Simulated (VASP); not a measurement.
A run of VASP 6.6.1 is set up as follows.

File INCAR:

```
SYSTEM = WAu
PREC     = Accurate       ! precision mode
ENCUT    = 800            ! plane-wave cutoff, eV
EDIFF    = 1E-6           ! SCF threshold, eV
ISMEAR   = 1              ! smearing method
SIGMA    = 0.2            ! smearing width, eV
LREAL    = .FALSE.        ! projectors in reciprocal space
LASPH    = .TRUE.         ! aspherical terms in the spheres
NELM     = 60             ! most SCF steps
ALGO     = Normal         ! electronic algorithm
ISIF     = 2              ! what is computed and relaxed
LWAVE    = .FALSE.        ! write WAVECAR
LCHARG   = .TRUE.         ! write CHGCAR
GGA      = CA             ! functional
LVHAR    = .TRUE.
```

WAu.cif

```cif
data_WAu
_cell_length_a 5.49595852
_cell_length_b 5.49595852
_cell_length_c 5.49595852
_cell_angle_alpha 90.00000000
_cell_angle_beta 90.00000000
_cell_angle_gamma 90.00000000
_space_group_name_H-M_alt 'F-43m'
_space_group_name_Hall 'F -4 2 3'
_space_group_IT_number 216
loop_
_space_group_symop_operation_xyz
'x,y,z'
'y,-x,-z'
'-x,-y,z'
'-y,x,-z'
'x,-y,-z'
'y,x,z'
'-x,y,-z'
'-y,-x,z'
'z,x,y'
'-z,y,-x'
'z,-x,-y'
'-z,-y,x'
'-z,x,-y'
'z,y,x'
'-z,-x,y'
'z,-y,-x'
'y,z,x'
'-x,-z,y'
'-y,z,-x'
'x,-z,-y'
'-y,-z,x'
'x,z,y'
'y,-z,-x'
'-x,z,-y'
'x,y+1/2,z+1/2'
'y,-x+1/2,-z+1/2'
'-x,-y+1/2,z+1/2'
'-y,x+1/2,-z+1/2'
'x,-y+1/2,-z+1/2'
'y,x+1/2,z+1/2'
'-x,y+1/2,-z+1/2'
'-y,-x+1/2,z+1/2'
'z,x+1/2,y+1/2'
'-z,y+1/2,-x+1/2'
'z,-x+1/2,-y+1/2'
'-z,-y+1/2,x+1/2'
'-z,x+1/2,-y+1/2'
'z,y+1/2,x+1/2'
'-z,-x+1/2,y+1/2'
'z,-y+1/2,-x+1/2'
'y,z+1/2,x+1/2'
'-x,-z+1/2,y+1/2'
'-y,z+1/2,-x+1/2'
'x,-z+1/2,-y+1/2'
'-y,-z+1/2,x+1/2'
'x,z+1/2,y+1/2'
'y,-z+1/2,-x+1/2'
'-x,z+1/2,-y+1/2'
'x+1/2,y,z+1/2'
'y+1/2,-x,-z+1/2'
'-x+1/2,-y,z+1/2'
'-y+1/2,x,-z+1/2'
'x+1/2,-y,-z+1/2'
'y+1/2,x,z+1/2'
'-x+1/2,y,-z+1/2'
'-y+1/2,-x,z+1/2'
'z+1/2,x,y+1/2'
'-z+1/2,y,-x+1/2'
'z+1/2,-x,-y+1/2'
'-z+1/2,-y,x+1/2'
'-z+1/2,x,-y+1/2'
'z+1/2,y,x+1/2'
'-z+1/2,-x,y+1/2'
'z+1/2,-y,-x+1/2'
'y+1/2,z,x+1/2'
'-x+1/2,-z,y+1/2'
'-y+1/2,z,-x+1/2'
'x+1/2,-z,-y+1/2'
'-y+1/2,-z,x+1/2'
'x+1/2,z,y+1/2'
'y+1/2,-z,-x+1/2'
'-x+1/2,z,-y+1/2'
'x+1/2,y+1/2,z'
'y+1/2,-x+1/2,-z'
'-x+1/2,-y+1/2,z'
'-y+1/2,x+1/2,-z'
'x+1/2,-y+1/2,-z'
'y+1/2,x+1/2,z'
'-x+1/2,y+1/2,-z'
'-y+1/2,-x+1/2,z'
'z+1/2,x+1/2,y'
'-z+1/2,y+1/2,-x'
'z+1/2,-x+1/2,-y'
'-z+1/2,-y+1/2,x'
'-z+1/2,x+1/2,-y'
'z+1/2,y+1/2,x'
'-z+1/2,-x+1/2,y'
'z+1/2,-y+1/2,-x'
'y+1/2,z+1/2,x'
'-x+1/2,-z+1/2,y'
'-y+1/2,z+1/2,-x'
'x+1/2,-z+1/2,-y'
'-y+1/2,-z+1/2,x'
'x+1/2,z+1/2,y'
'y+1/2,-z+1/2,-x'
'-x+1/2,z+1/2,-y'
loop_
_atom_site_label
_atom_site_type_symbol
_atom_site_symmetry_multiplicity
_atom_site_Wyckoff_symbol
_atom_site_fract_x
_atom_site_fract_y
_atom_site_fract_z
_atom_site_occupancy
W1 W 4 a 0.0000000000 0.0000000000 0.0000000000 1
Au1 Au 4 c 0.2500000000 0.2500000000 0.2500000000 1
```

File KPOINTS:

```
regular mesh
0
G
  5 5 5
  0 0 0
```

File POSCAR:

```
W  Au
 1.0000000000000000
     5.4959585200000003    0.0000000000000000    0.0000000000000000
     0.0000000000000000    5.4959585200000003    0.0000000000000000
     0.0000000000000000    0.0000000000000000    5.4959585200000003
 W   Au 
   4   4
Cartesian
  0.0000000000000000  0.0000000000000000  0.0000000000000000
  0.0000000000000000  2.7479792600000001  2.7479792600000001
  2.7479792600000001  0.0000000000000000  2.7479792600000001
  2.7479792600000001  2.7479792600000001  0.0000000000000000
  1.3739896300000001  1.3739896300000001  1.3739896300000001
  1.3739896300000001  4.1219688899999998  4.1219688899999998
  4.1219688899999998  4.1219688899999998  1.3739896300000001
  4.1219688899999998  1.3739896300000001  4.1219688899999998
```

Potentials or basis: VASP PAW LDA potentials, release 64 (W_sv_GW, Au_GW).

Run with:

```bash
$ ase convert -i cif -o vasp WAu.cif POSCAR
$ cat potpaw_LDA.64/W_sv_GW/POTCAR potpaw_LDA.64/Au_GW/POTCAR > POTCAR
$ mpirun -np 1 vasp_std > vasp.out
```

(1) Predict the band gap on the k mesh.

(2) Estimate the pressure.

Results:

(1) none (metal or under the smearing width).

(2) 22.6 GPa.

Caveat: so large a pressure means that the cell lies far from this level's equilibrium, or that cutoff or potentials fall short.
